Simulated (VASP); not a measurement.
Method: PBE GGA, VASP's PBE PAW potentials (set 64) (plane waves; VASP).

VASP ran on this input.

KPOINTS:
```
Automatic mesh
0
Gamma
10 10 6
0 0 0
```

INCAR:
```
SYSTEM = Y
PREC = Accurate; ENCUT = 400; LREAL = F
LASPH = T; NBANDS = 12
EDIFF = 1E-6; NELM = 100; ALGO = Normal
LMAXMIX = 4
ISMEAR = 1; SIGMA = 0.1
GGA = PE
ISIF = 2
LWAVE = F; LCHARG = F
```

**POSCAR**
```
Y
1
    1.8784030000    -3.2157880000     0.0000000000
    1.8784030000     3.2157880000     0.0000000000
    0.0000000000     0.0000000000     5.7867200000
Y
2
Direct
  0.3333330000   0.6666670000   0.2500000000
  0.6862160000   0.3528820000   0.7500000000
```

POTCAR, in this order: Y_sv (PBE.64 set). Program: vasp_std.

Problem. What will the output report for the number of irreducible k-points (NKPTS), largest plane-wave count, number of space-group operations, FFT grid (NGX, NGY, NGZ)?

Solution. 
| Property | Value |
|---|---|
| number of irreducible k-points (NKPTS) | 208 |
| largest plane-wave count | 1290 |
| number of space-group operations | 4 |
| FFT grid (NGX, NGY, NGZ) | 24 × 24 × 40 |

The compound is Y in the hcp structure. The cell was not relaxed at this level, atoms are displaced from their ideal sites. The run is one of a series of settings (NBANDS = 12 against the base run), some of them coarse on purpose. VASP warned that the highest band is occupied, so more bands are needed.
